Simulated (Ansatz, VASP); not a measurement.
# WS2 (Tungstenite) in two plane-wave programs, part 2 of 2

One calculation is typed for both programs; each brings its own data sets. How far apart do they land? The cell is taken from a series of runs on this material, whose earlier steps may have relaxed, scaled, displaced or heated it; both programs get it as it stands.

VASP 6.6.1 and Ansatz 0.2.0.

So far: Starting point; VASP: single point, PBE, pair 1; Ansatz: single point, PBE, pair 1; Differences; Ansatz: single point, LDA.

## 6. VASP: single point, LDA

Level of this step: LDA, no spin polarisation; plane waves and PAW (W, S) (VASP).

The same cell, functional (in two slightly different forms) and mesh now go to VASP, with its own data sets.

INCAR reads:

```
SYSTEM = WS2
PREC = Accurate
ENCUT = 520
EDIFF = 1E-06
NELM = 120
ISMEAR = 0
SIGMA = 0.01
LREAL = .FALSE.
ALGO = Normal
GGA = PW92
NBANDS = 24
LASPH = .TRUE.
LORBIT = 11
LWAVE = .FALSE.
LCHARG = .FALSE.
ISIF = 2
GGA_COMPAT = .FALSE.
EFERMI = MIDGAP
KPAR = 2
```

POSCAR reads:

```
WS2
1.0
    3.1588452724      0.0000000000      0.0000000000
   -1.5794226362      2.7356402525      0.0000000000
    0.0000000000      0.0000000000     12.2447695065
W S
2 4
Direct
    0.3333333333      0.6666666667      0.2500000000
    0.6666666667      0.3333333333      0.7500000000
    0.3333333333      0.6666666667      0.6214363435
    0.6666666667      0.3333333333      0.1214363435
    0.3333333333      0.6666666667      0.8785636565
    0.6666666667      0.3333333333      0.3785636565
```

KPOINTS reads:

```
Automatic mesh
0
Gamma
12 12 2
0 0 0
```

PAW data sets: W and S (LDA family, release 64).

Started as:

```sh
mpirun -np 2 vasp_std
```

Numbers of over 12 decimals in the logs are rounded to 6 here.

The log of the run:

```text
[banner, memory and clock lines left out]
running    2 mpi-ranks, on    1 nodes
[...]
|                                                                             |
|               ----> ADVICE to this user running VASP <----                  |
|                                                                             |
|     You enforced a specific xc type in the INCAR file but a different       |
|     [... a line on the potential file left out ...]
|     I HOPE YOU KNOW WHAT YOU ARE DOING!                                     |
|                                                                             |

 LDA part: xc-table for (Slater(with rela. corr.)+PW92), standard interpolation
 POSCAR, INCAR and KPOINTS ok, starting setup
[...]
entering main loop
       N       E                     dE             d eps       ncg     rms          rms(c)
DAV:   1     0.179069976656E+03    0.17907E+03   -0.16512E+04  1824   0.134E+03
DAV:   2    -0.411540101829E+02   -0.22022E+03   -0.21131E+03  2456   0.266E+02
DAV:   3    -0.551838541440E+02   -0.14030E+02   -0.13940E+02  2504   0.667E+01
DAV:   4    -0.554396022120E+02   -0.25575E+00   -0.25526E+00  2408   0.992E+00
[...]
DAV:  12    -0.526327236109E+02    0.72879E-04   -0.35975E-04  2528   0.115E-01    0.434E-02
DAV:  13    -0.526327247109E+02   -0.11000E-05   -0.23588E-05  2400   0.283E-02    0.680E-03
DAV:  14    -0.526327240461E+02    0.66478E-06   -0.51023E-06  2184   0.112E-02
   1 F= -.52632724E+02 E0= -.52632724E+02  d E =0.000000E+00
```

Parts of OUTCAR (step 6):

```text
  Total       -3.4227470     -3.4227470     -3.3693633      0.0000000     -0.0000000      0.0000000
  in kB      -51.8259686    -51.8259686    -51.0176523      0.0000000     -0.0000000      0.0000000
  external PRESSURE =     -51.5565298 kB  Pullay stress =       0.0000000 kB

 POSITION                                       TOTAL-FORCE (eV/Angst)
 -----------------------------------------------------------------------------------
     -0.00000      1.82376      3.06119        -0.000000     -0.000000      0.000000
      1.57942      0.91188      9.18358        -0.000000     -0.000000      0.000000
     -0.00000      1.82376      7.60934        -0.000000      0.000000      0.498721
      1.57942      0.91188      1.48696        -0.000000     -0.000000      0.498721
     -0.00000      1.82376     10.75781         0.000000      0.000000     -0.498721
      1.57942      0.91188      4.63542         0.000000     -0.000000     -0.498721
 -----------------------------------------------------------------------------------
    total drift:                               -0.000000      0.000000     -0.000000

  FREE ENERGIE OF THE ION-ELECTRON SYSTEM (eV)
  ---------------------------------------------------
  free  energy   TOTEN  =       -52.6327240461 eV

  energy  without entropy=      -52.6327240461  energy(sigma->0) =      -52.63272405

[... 1 part as in an earlier step ...]

[... 2 further parts left out ...]
[key lines of the parts left out:]
E-fermi :   6.7789
```

The run ends at a pressure of -5.16 GPa, with forces up to 0.50 eV/Å.

## 7. Side by side

What differs besides the data sets and the points named for the pairs above, as far as they apply: fixed occupations in Ansatz, narrow Gaussian smearing in VASP; the data sets hold 52 valence electrons in Ansatz (on its default PAW (the set named soft_2) files) and 36 in VASP; VASP's log shows a relativistic correction to its local exchange, Ansatz's none. Total energies have different zeros and are not compared.

Compared:

| quantity | Ansatz | VASP | difference |
| --- | --- | --- | --- |
| gap on the k mesh (eV) | 0.863 | 0.881 | -0.019 |

A gap on the mesh is an upper bound, since the band edges may lie between its points; neither run holds spin-orbit coupling, which can move the band edges of a compound of W.

## 8. VASP: single point, PBE, pair 3

A single point gives forces, pressure and levels at one fixed geometry, so differences don't come from the geometry; what else differs is listed under the comparison. The cell compared in this pair holds 104.60 Å³, against 105.81 Å³ for the pair before.

Changes to INCAR since step 6:

```diff
@@ -5,7 +5,7 @@
 NELM = 120
-ISMEAR = 0
-SIGMA = 0.01
+ISMEAR = -1
+SIGMA = 0.02
 LREAL = .FALSE.
 ALGO = Normal
-GGA = PW92
+GGA = PE
 NBANDS = 24
```

POSCAR reads:

```
WS2
1.0
    3.1540240565      0.0000000000      0.0000000000
   -1.5770120283      2.7314649571      0.0000000000
    0.0000000000      0.0000000000     12.1412727110
W S
2 4
Direct
    0.3333333333      0.6666666667      0.2500000000
    0.6666666667      0.3333333333      0.7500000000
    0.3333333333      0.6666666667      0.6202998859
    0.6666666667      0.3333333333      0.1202998859
    0.3333333333      0.6666666667      0.8797001141
    0.6666666667      0.3333333333      0.3797001141
```

KPOINTS is that of step 6.

The projector-augmented-wave data sets are W and S (PBE family, release 64).

Started as:

```sh
mpirun -np 2 vasp_std
```

The log of the run:

```text
[... set-up lines as in an earlier step ...]
 entering main loop
       N       E                     dE             d eps       ncg     rms          rms(c)
DAV:   1     0.189221491475E+03    0.18922E+03   -0.16373E+04  1824   0.133E+03
DAV:   2    -0.345885249408E+02   -0.22381E+03   -0.21489E+03  2488   0.288E+02
DAV:   3    -0.497516501426E+02   -0.15163E+02   -0.15045E+02  2456   0.726E+01
DAV:   4    -0.501028040154E+02   -0.35115E+00   -0.35047E+00  2432   0.121E+01
[...]
DAV:  12    -0.472940635773E+02   -0.17301E-04   -0.40298E-04  2488   0.126E-01    0.543E-02
DAV:  13    -0.472940708079E+02   -0.72306E-05   -0.23567E-05  2496   0.300E-02    0.153E-02
DAV:  14    -0.472940703144E+02    0.49353E-06   -0.27564E-06  2016   0.897E-03
   1 F= -.47294070E+02 E0= -.47294070E+02  d E =-.264130E-11
```

Parts of OUTCAR (step 8):

```text
  Total        2.2278156      2.2278156      2.3897274     -0.0000000      0.0000000     -0.0000000
  in kB       34.1243962     34.1243962     36.6044679     -0.0000000      0.0000000     -0.0000000
  external PRESSURE =      34.9510867 kB  Pullay stress =       0.0000000 kB

 POSITION                                       TOTAL-FORCE (eV/Angst)
 -----------------------------------------------------------------------------------
     -0.00000      1.82098      3.03532         0.000000      0.000000     -0.000000
      1.57701      0.91049      9.10595         0.000000     -0.000000     -0.000000
     -0.00000      1.82098      7.53123         0.000000     -0.000000      0.065314
      1.57701      0.91049      1.46059        -0.000000      0.000000      0.065314
     -0.00000      1.82098     10.68068        -0.000000      0.000000     -0.065314
      1.57701      0.91049      4.61004         0.000000      0.000000     -0.065314
 -----------------------------------------------------------------------------------
    total drift:                               -0.000000      0.000000     -0.000000

  FREE ENERGIE OF THE ION-ELECTRON SYSTEM (eV)
  ---------------------------------------------------
  free  energy   TOTEN  =       -47.2940703144 eV

  energy  without entropy=      -47.2940703144  energy(sigma->0) =      -47.29407031

[... 1 part as in an earlier step ...]

[... 2 further parts left out ...]
[key lines of the parts left out:]
E-fermi :   7.0638
```

The run ends at a pressure of 3.50 GPa, with forces up to 0.065 eV/Å.

## 9. Ansatz: single point, PBE, pair 3

The same cell, functional, mesh and smearing now go to Ansatz.

The cell is taken from a series of runs on this material, whose earlier steps may have relaxed, scaled, displaced or heated it; both programs get it as it stands.

input.yaml reads:

```yaml
crystal:
  lattice:
    - [3.1540240565, 0.0, 0.0]
    - [-1.5770120283, 2.7314649571, 0.0]
    - [0.0, 0.0, 12.141272711]
  atoms:
    - { symbol: W, position: [0.3333333333, 0.6666666667, 0.25] }
    - { symbol: W, position: [0.6666666667, 0.3333333333, 0.75] }
    - { symbol: S, position: [0.3333333333, 0.6666666667, 0.6202998859] }
    - { symbol: S, position: [0.6666666667, 0.3333333333, 0.1202998859] }
    - { symbol: S, position: [0.3333333333, 0.6666666667, 0.8797001141] }
    - { symbol: S, position: [0.6666666667, 0.3333333333, 0.3797001141] }
kpoints:
  mp_grid: { grid: [12, 12, 2] }
  band_path:
    path:
      - [[0.0, 0.0, 0.0], [0.5, 0.0, 0.0], [0.33333333, 0.33333333, 0.0], [0.0, 0.0, 0.0], [0.0, 0.0, 0.5], [0.5, 0.0, 0.5], [0.33333333, 0.33333333, 0.5], [0.0, 0.0, 0.5]]
      - [[0.5, 0.0, 0.5], [0.5, 0.0, 0.0]]
      - [[0.33333333, 0.33333333, 0.5], [0.33333333, 0.33333333, 0.0]]
    npoints: 10
hamiltonian:
  xc: pbe
scf:
  occupations: { method: fermi_dirac, width: 0.02 }
  n_extra_bands: 6
output:
  eigenvalues: true
basis:
  ecutwfc: 550.0
```

Started as:

```sh
ansatz run input.yaml --threads 2 --pin off --max-ram 92160MiB --backend cuda --devices 1 --max-vram 13GiB --events-out ev --progress --plain --runs-dir out
```

The log of the run:

```text
[...]
GPUs: using 1 of 1 available (devices: 1).
[...]
GPU FFT provider: cuFFT
GPU libraries: cuBLAS 13.8.2, cuFFT 12.4.0, cuSOLVER 12.3.4
Crystal: 6 atoms, lattice volume = 104.598 Å³
Basis set: ecut = 550 eV, 3023 PW (Γ)
Bands: 32, of which v1, the nominal top of the filled ones, is band 26 counted from 1 (25 counted from 0)
Symmetry: 24 space group operations
[...]
k-points: 38 of 288
[...]
--- Band table (eV; the first three rows and the last of 38) ---
  k-point 0: bands = [... 22 lower, 9.8494, 10.6506, 10.7731, 12.0710, 14.3201, 14.3201, 14.3330, 14.3330, ... 2 higher]
  k-point 1: bands = [... 22 lower, 9.8152, 9.8152, 11.7620, 11.7620, 14.3066, 14.3066, 14.3066, 14.3066, ... 2 higher]
  k-point 2: bands = [... 22 lower, 9.8449, 10.7758, 10.7906, 11.8231, 14.2006, 14.2213, 14.2233, 14.2879, ... 2 higher]
  k-point 37: bands = [... 22 lower, 8.8983, 8.8983, 11.3617, 11.3617, 13.3296, 13.3296, 14.5702, 14.5702, ... 2 higher]
[key lines of the parts left out:]
SCF converged after 7 iterations
Free energy (F): -24382.712274 eV
Fermi energy:    12.497987 eV
```

## 10. Side by side

What differs besides the data sets and the points named for the pairs above, as far as they apply: the data sets hold 52 valence electrons in Ansatz (on its default PAW (the set named soft_2) files) and 36 in VASP. Total energies have different zeros and are not compared.

Compared:

| quantity | Ansatz | VASP | difference |
| --- | --- | --- | --- |
| gap on the k mesh (eV) | 0.890 | 0.916 | -0.026 |

A gap on the mesh is an upper bound, since the band edges may lie between its points; neither run holds spin-orbit coupling, which can move the band edges of a compound of W.

## 11. Outcome

| Quantity | Value |
| --- | --- |
| difference in gap on the k mesh (single point, PBE, pair 1) | -0.027 eV |
| difference in gap on the k mesh (single point, LDA) | -0.019 eV |
| difference in gap on the k mesh (single point, PBE, pair 3) | -0.026 eV |

In words: The difference in gap on the k mesh is -0.027 eV (single point, PBE, pair 1), within the 0.08 eV picked in this series as the mark of a large difference. The data sets hold unlike numbers of valence electrons (52 in Ansatz and 36 in VASP), so part of the differences comes from the potentials. 5 further runs of this series are not shown here. How closely two codes agree says nothing of how well the functional describes the real material.

[Lines on the potential files, build, host, timing and source positions are cut from VASP's logs without a mark.]

[Logs are printed without paths, hosts, clocks, repeated set-up lines and the standing remarks that a program may print on its own settings, such as how far it seeks lower states.]

[Hosts, paths, dates, database ids (printed as entryN), source tags and the programs' standing remarks are cut or masked in the printed files.]
